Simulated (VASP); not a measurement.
Calculation: optB86b-vdW, VASP's PBE PAW potentials (set 64) (plane waves; VASP).

VASP input:

### KPOINTS
```
Automatic
0
Gamma
  10 10 7
```

### INCAR
```
SYSTEM = NiSb
PREC = Accurate; ENCUT = 520; LREAL = .FALSE.
LASPH = .TRUE.
EDIFF = 1E-7; NELM = 100; ALGO = Normal
LMAXMIX = 4
ISMEAR = -5
GGA = MK; LUSE_VDW = .TRUE.; AGGAC = 0.0
PARAM1 = 0.1234; PARAM2 = 1.0
ISIF = 2
LWAVE = .FALSE.; LCHARG = .TRUE.; LORBIT = 11
NEDOS = 601
LEFG = .TRUE.
```

POSCAR:
```
NiSb
1
    1.9742083475    -3.4194293281    -0.0000000000
    1.9742083475     3.4194293281     0.0000000000
    0.0000000000    -0.0000000000     5.1459492561
Ni Sb
2 2
Direct
  0.0000000000   0.0000000000   0.5000000000
  0.0000000000   0.0000000000   0.0000000000
  0.3333330000   0.6666670000   0.2500000000
  0.6666670000   0.3333330000   0.7500000000
```

POTCAR, in this order: Ni Sb (PBE.64 set). Program: vasp_std.

The resulting files:

File OSZICAR:
```
       N       E                     dE             d eps       ncg     rms          rms(c)
DAV:   1     0.178000795613E+03    0.17800E+03   -0.12614E+04  2136   0.163E+03
DAV:   2    -0.341638451989E+01   -0.18142E+03   -0.17657E+03  2140   0.321E+02
DAV:   3    -0.125083375985E+02   -0.90920E+01   -0.87944E+01  2391   0.888E+01
DAV:   4    -0.127767027836E+02   -0.26837E+00   -0.26667E+00  2390   0.143E+01
DAV:   5    -0.127854514130E+02   -0.87486E-02   -0.87342E-02  2609   0.270E+00    0.127E+01
DAV:   6    -0.152370652417E+02   -0.24516E+01   -0.32742E+01  2318   0.105E+02    0.166E+01
DAV:   7    -0.114563901098E+02    0.37807E+01   -0.12198E+01  2327   0.737E+01    0.362E+00
DAV:   8    -0.115088930321E+02   -0.52503E-01   -0.13989E+00  2902   0.103E+01    0.252E+00
DAV:   9    -0.114546057235E+02    0.54287E-01   -0.24058E-01  2409   0.844E+00    0.585E-01
DAV:  10    -0.114551352140E+02   -0.52949E-03   -0.76542E-03  2309   0.837E-01    0.450E-01
DAV:  11    -0.114547678522E+02    0.36736E-03   -0.69110E-04  2525   0.220E-01    0.128E-01
DAV:  12    -0.114546734743E+02    0.94378E-04   -0.53206E-04  3083   0.369E-01    0.349E-02
DAV:  13    -0.114546808332E+02   -0.73589E-05   -0.61454E-05  2355   0.678E-02    0.250E-02
DAV:  14    -0.114546774442E+02    0.33889E-05   -0.17635E-06  3085   0.152E-02    0.786E-03
DAV:  15    -0.114546768418E+02    0.60244E-06   -0.32905E-07  1931   0.530E-03    0.201E-03
DAV:  16    -0.114546762182E+02    0.62360E-06   -0.92467E-08  1237   0.407E-03    0.744E-04
DAV:  17    -0.114546759393E+02    0.27890E-06   -0.55609E-08  1160   0.184E-03    0.304E-04
DAV:  18    -0.114546758927E+02    0.46591E-07   -0.10777E-08  1145   0.121E-03
   1 F= -.11454676E+02 E0= -.11454676E+02  d E =0.000000E+00
```

File OUTCAR:
```
------------------------ aborting loop because EDIFF is reached ----------------------------------------
  FORCE on cell =-STRESS in cart. coord.  units (eV):
  Direction    XX          YY          ZZ          XY          YZ          ZX
  --------------------------------------------------------------------------------------
  Total       -0.0762928     -0.0762928     -0.1478396      0.0000000      0.0000000     -0.0000000
  in kB       -1.7593494     -1.7593495     -3.4092523      0.0000000      0.0000000     -0.0000000
  external PRESSURE =      -2.3093171 kB  Pullay stress =       0.0000000 kB
  volume of cell :       69.48
      direct lattice vectors                 reciprocal lattice vectors
     1.974208348 -3.419429328  0.000000000     0.253266075 -0.146223230  0.000000000
     1.974208348  3.419429328  0.000000000     0.253266075  0.146223230  0.000000000
     0.000000000  0.000000000  5.145949256     0.000000000  0.000000000  0.194327606
 POSITION                                       TOTAL-FORCE (eV/Angst)
 -----------------------------------------------------------------------------------
      0.00000      0.00000      2.57297         0.000000     -0.000000     -0.000000
      0.00000      0.00000      0.00000        -0.000000     -0.000000     -0.000000
      1.97421      1.13981      1.28649         0.000000     -0.000000      0.000000
      1.97421     -1.13981      3.85946         0.000000      0.000000     -0.000000
 -----------------------------------------------------------------------------------
    total drift:                                0.000000      0.000000      0.000000
  FREE ENERGIE OF THE ION-ELECTRON SYSTEM (eV)
  ---------------------------------------------------
  free  energy   TOTEN  =       -11.4546758927 eV

  energy  without entropy=      -11.4546758927  energy(sigma->0) =      -11.45467589

 total charge

# of ion       s       p       d       tot
------------------------------------------
    1        0.447   0.470   8.473   9.390
    2        0.447   0.470   8.473   9.390
    3        1.140   1.219   0.072   2.432
    4        1.140   1.219   0.072   2.432
--------------------------------------------------
tot          3.175   3.380  17.090  23.644

 Electric field gradients after diagonalization (V/A^2)
 (convention: |V_zz| > |V_xx| > |V_yy|)
----------------------------------------------------------------------
 ion       V_xx      V_yy      V_zz     asymmetry (V_yy - V_xx)/ V_zz
----------------------------------------------------------------------
   1      10.572    10.566   -21.138       0.000
   2      10.572    10.566   -21.138       0.000
   3     -38.649   -38.649    77.297       0.000
   4     -38.649   -38.649    77.297       0.000
```
(Selected blocks of OUTCAR.)

For a metal the tetrahedron method with Blöchl corrections gives inexact stress and forces.

The compound is NiSb in the NiAs type structure. It was relaxed first. The run is not spin-polarised, so no magnetic state was tried.
